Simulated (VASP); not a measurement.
# Al2Cu (Khatyrkite) with PBE: from relaxation to properties, part 4 of 5

Wanted: the relaxed cell of Al2Cu (Khatyrkite) and its properties. The start is a cell from a database of measured crystal structures.

VASP 6.6.1; PBE; plane waves and PAW (Al, Cu).

Still holding for the runs below: The k-mesh is coarse for a metal.

So far. Step 5 (Total and projected DOS (PBE)): The finer mesh and the other smearing move the Fermi level by +0.13 eV from the 6×6×6 run, one measure of the sampling error in the zero of the bands above. Step 6 (Electric field gradients (PBE)): The largest gradient, -28.39 V/Å², sits on Cu5 and like sites; times the quadrupole moment of a nucleus that has one, it gives the coupling that NMR and NQR see.

### Step 7. Volume scan with PBE, volume scale 0.94

An equation of state needs energies on both sides of the minimum, all on one mesh and cutoff.

INCAR

```
SYSTEM = Al2Cu
PREC = Accurate
ENCUT = 400
EDIFF = 1E-06
NELM = 100
ISMEAR = 1
SIGMA = 0.2
LREAL = .FALSE.
ALGO = Normal
GGA = PE
NBANDS = 23
LASPH = .TRUE.
LORBIT = 11
LWAVE = .FALSE.
LCHARG = .FALSE.
KPAR = 4
ISIF = 2
```

POSCAR

```
Al2Cu
1.0
   -2.9520031012      2.9520031012      2.4098296372
    2.9520031012     -2.9520031012      2.4098296372
    2.9520031012      2.9520031012     -2.4098296372
Al Cu
4 2
Direct
    0.6589157352      0.1589157352      0.8178314704
    0.1589157352      0.3410842648      0.5000000000
    0.3410842648      0.8410842648      0.1821685296
    0.8410842648      0.6589157352      0.5000000000
    0.2500000000      0.2500000000      0.0000000000
    0.7500000000      0.7500000000      0.0000000000
```

KPOINTS

```
Automatic mesh
0
Gamma
6 6 6
0 0 0
```

PAW data sets: Al and Cu (PBE family, release 64).

Command:

```
mpirun -np 4 vasp_std
```

What it wrote:

```text
[... set-up lines as in an earlier step ...]
 entering main loop
       N       E                     dE             d eps       ncg     rms          rms(c)
DAV:   1     0.169355383039E+03    0.16936E+03   -0.11770E+04  1380   0.137E+03
DAV:   2    -0.186079250701E+02   -0.18796E+03   -0.17918E+03  1394   0.289E+02
DAV:   3    -0.280808927705E+02   -0.94730E+01   -0.90176E+01  1931   0.865E+01
DAV:   4    -0.282973944624E+02   -0.21650E+00   -0.21618E+00  1946   0.111E+01
DAV:   5    -0.283034117856E+02   -0.60173E-02   -0.60169E-02  2070   0.170E+00    0.218E+01
DAV:   6    -0.334804880941E+02   -0.51771E+01   -0.13938E+02  1686   0.314E+02    0.182E+01
DAV:   7    -0.238026921355E+02    0.96778E+01   -0.33403E+01  1686   0.125E+02    0.442E+00
DAV:   8    -0.233461033917E+02    0.45659E+00   -0.32480E+00  2177   0.368E+01    0.105E+00
DAV:   9    -0.233267700955E+02    0.19333E-01   -0.19760E-01  2238   0.403E+00    0.610E-01
DAV:  10    -0.233319109454E+02   -0.51408E-02   -0.12130E-02  2200   0.237E+00    0.688E-01
DAV:  11    -0.233227520894E+02    0.91589E-02   -0.32604E-02  2152   0.498E+00    0.106E-01
DAV:  12    -0.233229066212E+02   -0.15453E-03   -0.21223E-03  2082   0.306E-01    0.447E-02
DAV:  13    -0.233229150337E+02   -0.84125E-05   -0.28631E-05  2080   0.634E-02    0.365E-02
DAV:  14    -0.233228941804E+02    0.20853E-04   -0.10623E-04  2147   0.290E-01    0.720E-03
DAV:  15    -0.233228939221E+02    0.25824E-06   -0.68863E-06  1950   0.415E-02
   1 F= -.23322894E+02 E0= -.23322246E+02  d E =-.194315E-02
```

It took 6.2 s on 4 MPI ranks of Intel Xeon 6975P-C (Granite Rapids), shared host; peak memory 0.74 GiB; 23 s of CPU time.

OUTCAR, selected parts (step 7):

```text
   ENCUT  =  400.0 eV  29.40 Ry    5.42 a.u.   7.86  7.86  7.86*2*pi/ulx,y,z

   NELECT =      34.0000    total number of electrons

 E-fermi :   8.5606

 k-point     1 :       0.0000    0.0000    0.0000
  band No.  band energies     occupation
    ...
     15       7.1231      2.00000
     16       7.3255      2.00000
     17       7.3255      2.00000
     18       7.7652      2.00000
     19       8.5228      1.31398
     20       8.6779      0.17241
     21      10.2149     -0.00000
     22      10.2149     -0.00000
     23      10.3192     -0.00000

  Total        3.7012747      3.7012747      3.6803968      0.0000000      0.0000000      0.0000000
  in kB       70.5963017     70.5963017     70.1980869      0.0000000      0.0000000      0.0000000
  external PRESSURE =      70.4635634 kB  Pullay stress =       0.0000000 kB

 POSITION                                       TOTAL-FORCE (eV/Angst)
 -----------------------------------------------------------------------------------
      0.93824      3.89024     -0.00000        -0.019930     -0.019930     -0.000000
      2.01376      0.93824      0.00000         0.019930     -0.019930     -0.000000
      2.01376     -0.93824      2.40983         0.019930      0.019930      0.000000
      0.93824      2.01376      2.40983        -0.019930      0.019930     -0.000000
      0.00000      0.00000      1.20491        -0.000000      0.000000     -0.000000
      0.00000      0.00000      3.61474         0.000000      0.000000     -0.000000
 -----------------------------------------------------------------------------------
    total drift:                               -0.000000     -0.000000     -0.000000

  FREE ENERGIE OF THE ION-ELECTRON SYSTEM (eV)
  ---------------------------------------------------
  free  energy   TOTEN  =       -23.3228939221 eV

  energy  without entropy=      -23.3209507680  energy(sigma->0) =      -23.32224620

[... 4 parts as in an earlier step ...]

[... 12 further parts left out ...]
```

The scan keeps the cell's shape and the fractional positions fixed.

This step gave:

```
SCF cycles              : 15
free energy (TOTEN)     : -23.32 eV
energy at zero smearing : -23.32 eV
Fermi energy            : 8.561 eV
pressure                : 7.046 GPa
```

The pressure here is 7.05 GPa.

### Step 8. Volume scan with PBE, volume scale 0.96

INCAR is that of step 7.

POSCAR: that of step 7 with these lines changed.

```diff
@@ -2,5 +2,5 @@
 1.0
-   -2.9520031012      2.9520031012      2.4098296372
-    2.9520031012     -2.9520031012      2.4098296372
-    2.9520031012      2.9520031012     -2.4098296372
+   -2.9727925404      2.9727925404      2.4268008276
+    2.9727925404     -2.9727925404      2.4268008276
+    2.9727925404      2.9727925404     -2.4268008276
 Al Cu
```

KPOINTS is that of step 7.

Command:

```
mpirun -np 4 vasp_std
```

What it wrote:

```text
[... set-up lines as in an earlier step ...]
 entering main loop
       N       E                     dE             d eps       ncg     rms          rms(c)
DAV:   1     0.169517744926E+03    0.16952E+03   -0.11819E+04  1380   0.137E+03
DAV:   2    -0.182621099511E+02   -0.18778E+03   -0.17895E+03  1380   0.288E+02
DAV:   3    -0.280351163658E+02   -0.97730E+01   -0.93797E+01  1886   0.871E+01
DAV:   4    -0.282697106710E+02   -0.23459E+00   -0.23432E+00  2001   0.119E+01
DAV:   5    -0.282741715718E+02   -0.44609E-02   -0.44600E-02  1978   0.152E+00    0.217E+01
DAV:   6    -0.335825701925E+02   -0.53084E+01   -0.13836E+02  1679   0.312E+02    0.182E+01
DAV:   7    -0.238922972528E+02    0.96903E+01   -0.33159E+01  1678   0.123E+02    0.453E+00
DAV:   8    -0.234127828938E+02    0.47951E+00   -0.32201E+00  2177   0.369E+01    0.103E+00
DAV:   9    -0.233939449183E+02    0.18838E-01   -0.21089E-01  2231   0.434E+00    0.594E-01
DAV:  10    -0.233992777566E+02   -0.53328E-02   -0.12617E-02  2216   0.241E+00    0.696E-01
DAV:  11    -0.233900995209E+02    0.91782E-02   -0.33998E-02  2139   0.506E+00    0.100E-01
DAV:  12    -0.233902733051E+02   -0.17378E-03   -0.21189E-03  1819   0.293E-01    0.481E-02
DAV:  13    -0.233902848849E+02   -0.11580E-04   -0.49505E-05  2152   0.790E-02    0.434E-02
DAV:  14    -0.233902540941E+02    0.30791E-04   -0.16839E-04  2162   0.360E-01    0.987E-03
DAV:  15    -0.233902532030E+02    0.89107E-06   -0.11689E-05  2168   0.592E-02    0.407E-03
DAV:  16    -0.233902532768E+02   -0.73778E-07   -0.99034E-08   949   0.520E-03
   1 F= -.23390253E+02 E0= -.23390003E+02  d E =-.751509E-03
```

The job ended after 6.6 s (4 MPI ranks; peak memory 0.74 GiB).

From OUTCAR (step 8):

```text
   ENCUT  =  400.0 eV  29.40 Ry    5.42 a.u.   7.92  7.92  7.92*2*pi/ulx,y,z

   NELECT =      34.0000    total number of electrons

 E-fermi :   8.2997

 k-point     1 :       0.0000    0.0000    0.0000
  band No.  band energies     occupation
    ...
     15       6.9214      2.00000
     16       7.1231      2.00000
     17       7.1231      2.00000
     18       7.5456      2.00000
     19       8.1971      1.75424
     20       8.4600      0.01903
     21       9.9058     -0.00000
     22       9.9058     -0.00000
     23      10.0413     -0.00000

  Total        2.3581505      2.3581505      2.3086920      0.0000000      0.0000000      0.0000000
  in kB       44.0411614     44.0411614     43.1174674      0.0000000      0.0000000      0.0000000
  external PRESSURE =      43.7332634 kB  Pullay stress =       0.0000000 kB

 POSITION                                       TOTAL-FORCE (eV/Angst)
 -----------------------------------------------------------------------------------
      0.94485      3.91764     -0.00000        -0.010677     -0.010677     -0.000000
      2.02795      0.94485      0.00000         0.010677     -0.010677     -0.000000
      2.02795     -0.94485      2.42680         0.010677      0.010677      0.000000
      0.94485      2.02795      2.42680        -0.010677      0.010677     -0.000000
      0.00000      0.00000      1.21340         0.000000      0.000000     -0.000000
      0.00000      0.00000      3.64020         0.000000      0.000000     -0.000000
 -----------------------------------------------------------------------------------
    total drift:                               -0.000000     -0.000000     -0.000000

  FREE ENERGIE OF THE ION-ELECTRON SYSTEM (eV)
  ---------------------------------------------------
  free  energy   TOTEN  =       -23.3902532768 eV

  energy  without entropy=      -23.3895017679  energy(sigma->0) =      -23.39000277

[... 4 parts as in an earlier step ...]

[... 12 further parts left out ...]
```

Numbers from this step:

| Quantity | Value |
| --- | --- |
| SCF cycles | 16 |
| free energy (TOTEN) | -23.39 eV |
| energy at zero smearing | -23.39 eV |
| Fermi energy | 8.300 eV |
| pressure | 4.373 GPa |

The pressure falls from 7.05 to 4.37 GPa.

The run ends at a pressure of 4.37 GPa, with forces up to 0.015 eV/Å.

### Step 9. Volume scan with PBE, volume scale 0.98

INCAR is that of step 8.

POSCAR: that of step 8 with these lines changed.

```diff
@@ -2,5 +2,5 @@
 1.0
-   -2.9727925404      2.9727925404      2.4268008276
-    2.9727925404     -2.9727925404      2.4268008276
-    2.9727925404      2.9727925404     -2.4268008276
+   -2.9932952058      2.9932952058      2.4435379139
+    2.9932952058     -2.9932952058      2.4435379139
+    2.9932952058      2.9932952058     -2.4435379139
 Al Cu
```

KPOINTS is that of step 8.

Command:

```
mpirun -np 4 vasp_std
```

What it wrote:

```text
[... set-up lines as in an earlier step ...]
 entering main loop
       N       E                     dE             d eps       ncg     rms          rms(c)
DAV:   1     0.168651745346E+03    0.16865E+03   -0.11839E+04  1380   0.136E+03
DAV:   2    -0.182625302786E+02   -0.18691E+03   -0.17734E+03  1380   0.285E+02
DAV:   3    -0.279934175252E+02   -0.97309E+01   -0.91687E+01  1924   0.860E+01
DAV:   4    -0.282131682206E+02   -0.21975E+00   -0.21949E+00  1926   0.114E+01
[...]
DAV:  14    -0.234297765268E+02    0.38855E-04   -0.18362E-04  2177   0.372E-01    0.886E-03
DAV:  15    -0.234297763145E+02    0.21225E-06   -0.12659E-05  2154   0.502E-02    0.382E-03
DAV:  16    -0.234297763740E+02   -0.59504E-07   -0.75604E-08  1005   0.521E-03
   1 F= -.23429776E+02 E0= -.23429842E+02  d E =0.195446E-03
```

Elapsed: 6.6 s, on 4 MPI ranks; peak memory 0.75 GiB; 24 s of CPU time.

Parts of OUTCAR (step 9):

```text
  Total        1.1238748      1.1238748      1.0699639      0.0000000      0.0000000      0.0000000
  in kB       20.5612898     20.5612898     19.5749896      0.0000000      0.0000000      0.0000000
  external PRESSURE =      20.2325230 kB  Pullay stress =       0.0000000 kB

 POSITION                                       TOTAL-FORCE (eV/Angst)
 -----------------------------------------------------------------------------------
      0.95136      3.94466     -0.00000        -0.003006     -0.003006      0.000000
      2.04193      0.95136      0.00000         0.003006     -0.003006      0.000000
      2.04193     -0.95136      2.44354         0.003006      0.003006     -0.000000
      0.95136      2.04193      2.44354        -0.003006      0.003006     -0.000000
      0.00000      0.00000      1.22177        -0.000000     -0.000000      0.000000
      0.00000      0.00000      3.66531        -0.000000      0.000000      0.000000
 -----------------------------------------------------------------------------------
    total drift:                               -0.000000     -0.000000     -0.000000

  FREE ENERGIE OF THE ION-ELECTRON SYSTEM (eV)
  ---------------------------------------------------
  free  energy   TOTEN  =       -23.4297763740 eV

  energy  without entropy=      -23.4299718201  energy(sigma->0) =      -23.42984152

[... 1 part as in an earlier step ...]

[... 2 further parts left out ...]
[key lines of the parts left out:]
E-fermi :   8.0501
```

The pressure falls from 4.37 to 2.02 GPa.

The run ends at a pressure of 2.02 GPa, with forces up to 0.0043 eV/Å.

### Step 10. Volume scan with PBE, volume scale 1

INCAR is that of step 9.

POSCAR: that of step 9 with these lines changed.

```diff
@@ -2,5 +2,5 @@
 1.0
-   -2.9932952058      2.9932952058      2.4435379139
-    2.9932952058     -2.9932952058      2.4435379139
-    2.9932952058      2.9932952058     -2.4435379139
+   -3.0135207869      3.0135207869      2.4600488061
+    3.0135207869     -3.0135207869      2.4600488061
+    3.0135207869      3.0135207869     -2.4600488061
 Al Cu
```

KPOINTS is that of step 9.

Command:

```
mpirun -np 4 vasp_std
```

What it wrote:

```text
[... set-up lines as in an earlier step ...]
 entering main loop
       N       E                     dE             d eps       ncg     rms          rms(c)
[... 15 cycles as in an earlier step ...]
DAV:  16    -0.234440515265E+02   -0.27545E-07   -0.16910E-07   956   0.500E-03
   1 F= -.23444052E+02 E0= -.23444329E+02  d E =0.832757E-03
```

Wall time 6.6 s (4 MPI ranks); peak memory 0.73 GiB; 24 s of CPU time.

From OUTCAR (step 10):

```text
  Total       -0.0392484     -0.0392484     -0.0717751      0.0000000      0.0000000      0.0000000
  in kB       -0.7036881     -0.7036881     -1.2868638      0.0000000      0.0000000      0.0000000
  external PRESSURE =      -0.8980800 kB  Pullay stress =       0.0000000 kB

 POSITION                                       TOTAL-FORCE (eV/Angst)
 -----------------------------------------------------------------------------------
      0.95779      3.97131     -0.00000         0.002768      0.002768     -0.000000
      2.05573      0.95779      0.00000        -0.002768      0.002768      0.000000
      2.05573     -0.95779      2.46005        -0.002768     -0.002768      0.000000
      0.95779      2.05573      2.46005         0.002768     -0.002768      0.000000
      0.00000      0.00000      1.23002        -0.000000     -0.000000      0.000000
      0.00000      0.00000      3.69007        -0.000000      0.000000      0.000000
 -----------------------------------------------------------------------------------
    total drift:                               -0.000000     -0.000000     -0.000000

  FREE ENERGIE OF THE ION-ELECTRON SYSTEM (eV)
  ---------------------------------------------------
  free  energy   TOTEN  =       -23.4440515265 eV

  energy  without entropy=      -23.4448842832  energy(sigma->0) =      -23.44432911

[... 2 parts as in an earlier step ...]

[... 1 further part left out ...]
[key lines of the parts left out:]
E-fermi :   7.8118
```

The pressure falls from 2.02 to -0.09 GPa, so it vanishes between these two volumes.

### Step 11. Volume scan with PBE, volume scale 1.02

INCAR is that of step 10.

POSCAR: that of step 10 with these lines changed.

```diff
@@ -2,5 +2,5 @@
 1.0
-   -3.0135207869      3.0135207869      2.4600488061
-    3.0135207869     -3.0135207869      2.4600488061
-    3.0135207869      3.0135207869     -2.4600488061
+   -3.0334784598      3.0334784598      2.4763409948
+    3.0334784598     -3.0334784598      2.4763409948
+    3.0334784598      3.0334784598     -2.4763409948
 Al Cu
```

KPOINTS is that of step 10.

Command:

```
mpirun -np 4 vasp_std
```

What it wrote:

```text
[... set-up lines as in an earlier step ...]
 entering main loop
       N       E                     dE             d eps       ncg     rms          rms(c)
DAV:   1     0.165399946077E+03    0.16540E+03   -0.11684E+04  1380   0.135E+03
DAV:   2    -0.187694432729E+02   -0.18417E+03   -0.17512E+03  1380   0.283E+02
DAV:   3    -0.278103042738E+02   -0.90409E+01   -0.85433E+01  1869   0.825E+01
DAV:   4    -0.280287674562E+02   -0.21846E+00   -0.21812E+00  1929   0.111E+01
[...]
DAV:  14    -0.234360958434E+02    0.52924E-04   -0.20104E-04  2192   0.385E-01    0.688E-03
DAV:  15    -0.234360967614E+02   -0.91803E-06   -0.13951E-05  1694   0.307E-02    0.350E-03
DAV:  16    -0.234360968665E+02   -0.10506E-06   -0.17134E-07   956   0.791E-03
   1 F= -.23436097E+02 E0= -.23436495E+02  d E =0.119365E-02
```

It took 6.6 s on 4 MPI ranks; peak memory 0.75 GiB.

OUTCAR, selected parts (step 11):

```text
  Total       -1.1349950     -1.1349950     -1.1244274      0.0000000     -0.0000000      0.0000000
  in kB      -19.9504302    -19.9504302    -19.7646776      0.0000000     -0.0000000      0.0000000
  external PRESSURE =     -19.8885127 kB  Pullay stress =       0.0000000 kB

 POSITION                                       TOTAL-FORCE (eV/Angst)
 -----------------------------------------------------------------------------------
      0.96413      3.99761     -0.00000         0.006960      0.006960      0.000000
      2.06934      0.96413      0.00000        -0.006960      0.006960     -0.000000
      2.06934     -0.96413      2.47634        -0.006960     -0.006960     -0.000000
      0.96413      2.06934      2.47634         0.006960     -0.006960     -0.000000
      0.00000      0.00000      1.23817        -0.000000      0.000000     -0.000000
      0.00000      0.00000      3.71451        -0.000000      0.000000     -0.000000
 -----------------------------------------------------------------------------------
    total drift:                               -0.000000     -0.000000     -0.000000

  FREE ENERGIE OF THE ION-ELECTRON SYSTEM (eV)
  ---------------------------------------------------
  free  energy   TOTEN  =       -23.4360968665 eV

  energy  without entropy=      -23.4372905182  energy(sigma->0) =      -23.43649475

[... 1 part as in an earlier step ...]

[... 2 further parts left out ...]
[key lines of the parts left out:]
E-fermi :   7.5843
```

The pressure falls from -0.09 to -1.99 GPa.

The run ends at a pressure of -1.99 GPa, with forces up to 0.0098 eV/Å.

### Step 12. Volume scan with PBE, volume scale 1.04

INCAR is that of step 11.

POSCAR: that of step 11 with these lines changed.

```diff
@@ -2,5 +2,5 @@
 1.0
-   -3.0334784598      3.0334784598      2.4763409948
-    3.0334784598     -3.0334784598      2.4763409948
-    3.0334784598      3.0334784598     -2.4763409948
+   -3.0531769239      3.0531769239      2.4924215818
+    3.0531769239     -3.0531769239      2.4924215818
+    3.0531769239      3.0531769239     -2.4924215818
 Al Cu
```

KPOINTS is that of step 11.

Command:

```
mpirun -np 4 vasp_std
```

What it wrote:

```text
[... set-up lines as in an earlier step ...]
 entering main loop
       N       E                     dE             d eps       ncg     rms          rms(c)
DAV:   1     0.164071107252E+03    0.16407E+03   -0.11602E+04  1380   0.132E+03
DAV:   2    -0.189820076650E+02   -0.18305E+03   -0.17406E+03  1380   0.279E+02
DAV:   3    -0.276865992413E+02   -0.87046E+01   -0.83739E+01  1916   0.815E+01
DAV:   4    -0.279066496586E+02   -0.22005E+00   -0.21978E+00  1916   0.113E+01
[...]
DAV:  14    -0.234079682686E+02    0.56757E-04   -0.16433E-04  2231   0.341E-01    0.880E-03
DAV:  15    -0.234079692441E+02   -0.97553E-06   -0.17817E-05  2168   0.428E-02    0.423E-03
DAV:  16    -0.234079692707E+02   -0.26627E-07   -0.80225E-08  1005   0.287E-03
   1 F= -.23407969E+02 E0= -.23408421E+02  d E =0.135656E-02
```

Run time: 9 s. Hardware: 4 MPI ranks; peak memory 0.87 GiB; 34 s of CPU time.

(Continued in part 5 of 5.)

[Lines on the potential files, build, host, timing and source positions are cut from VASP's logs without a mark.]

[Logs are printed without paths, hosts, clocks, repeated set-up lines and the standing remarks that a program may print on its own settings, such as how far it seeks lower states.]

[Hosts, paths, dates, database ids (printed as entryN), source tags and the programs' standing remarks are cut or masked in the printed files.]

[A measured line is paired with the nearest computed mode of its activity, which favours agreement.]
